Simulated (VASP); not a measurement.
Consider the following.

```xyz
5
Lattice="3.9750 0.0000 0.0000 0.0000 3.9750 0.0000 0.0000 0.0000 3.9750" Properties=species:S:1:pos:R:3 pbc="T T T"
Ba     0.0000     0.0000     0.0000
Ti     1.9875     1.9875     1.9875
O      1.9875     0.0000     1.9875
O      0.0000     1.9875     1.9875
O      1.9875     1.9875     0.0000
```

Method: TPSS meta-GGA, VASP's PBE PAW potentials (set 64) (plane waves; VASP). Numerical set-up: 520 eV cut-off, 6×6×6 Γ-centred mesh, Gaussian smearing of 0.050 eV, potentials Ba_sv Ti_sv O.

Unless said otherwise, spin-orbit coupling is left out, though it shifts the bands of the heavy elements here.

What does the run give for the energy per atom (σ→0), pressure, band gap (on the k-mesh) with the smallest direct gap where there is one?

```
Property                                      Result
-----------------------------------  ---------------
band gap (on the k-mesh)                     1.87 eV
smallest direct gap (on the k-mesh)          2.00 eV
energy per atom (σ→0)                -12.347 eV/atom
pressure                                    5.69 GPa
```

The compound is BaTiO3 in the cubic perovskite structure, the ideal cubic form; the compound distorts at low or room temperature. This cell is one point of a volume scan, at 0.97 of the reference volume.
